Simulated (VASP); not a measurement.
VASP ran on this input.

**INCAR**
```
SYSTEM = InP
PREC = Accurate
ENCUT = 520
EDIFF = 1E-6
NELM = 100
ALGO = Normal
LREAL = .FALSE.
LASPH = .TRUE.
ISMEAR = 0
SIGMA = 0.05
GGA = PE
IVDW = 11
LMAXMIX = 4
LWAVE = .FALSE.
LCHARG = .FALSE.
IBRION = 2
ISIF = 3
NSW = 60
EDIFFG = -0.01
```

**KPOINTS**
```
Automatic mesh
0
Gamma
7 7 7
0 0 0
```

POSCAR:
```
InP
1
    0.0000000000     2.9584774858     2.9584774858
    2.9584774858     0.0000000000     2.9584774858
    2.9584774858     2.9584774858     0.0000000000
In P
1 1
Direct
  0.0000000000   0.0000000000   0.0000000000
  0.2500000000   0.2500000000   0.2500000000
```

POTCAR, in this order: In_d P (PBE.64 set). Program: vasp_std.

### Question
Translate this PBE-D3 (zero damping) calculation to Quantum ESPRESSO's pw.x.

### Answer
One equivalent input (not run):
```
&CONTROL
  calculation = 'vc-relax'
  pseudo_dir = './pseudo'
  outdir = './out'
  tprnfor = .true.
  tstress = .true.
  nstep = 60
  forc_conv_thr = 0.00039
/
&SYSTEM
  ibrav = 0
  nat = 2
  ntyp = 2
  ecutwfc = 70
  occupations = 'smearing'
  smearing = 'gaussian'
  degauss = 0.003675
  input_dft = 'pbe'
  vdw_corr = 'grimme-d3'
  dftd3_version = 3
  dftd3_threebody = .false.
/
&ELECTRONS
  conv_thr = 7.3e-08
  electron_maxstep = 100
/
&IONS
/
&CELL
/
ATOMIC_SPECIES
  In 114.818 In.upf
  P 30.974 P.upf
CELL_PARAMETERS angstrom
     0.0000000    2.9584775    2.9584775
     2.9584775    0.0000000    2.9584775
     2.9584775    2.9584775    0.0000000
ATOMIC_POSITIONS crystal
  In   0.0000000  0.0000000  0.0000000
  P    0.2500000  0.2500000  0.2500000
K_POINTS automatic
  7 7 7 0 0 0
```
What does not carry over: the potentials are each code's own (VASP's PAW set, PseudoDojo norm-conserving files in pw.x), so ENCUT and ecutwfc are chosen apart and not converted; conv_thr bounds pw.x's estimated SCF error, while EDIFF bounds the energy change between steps; forc_conv_thr acts on force components and is met together with etot_conv_thr.

The compound is InP in the zinc blende structure. It was relaxed first. The start is the result of an earlier pass.
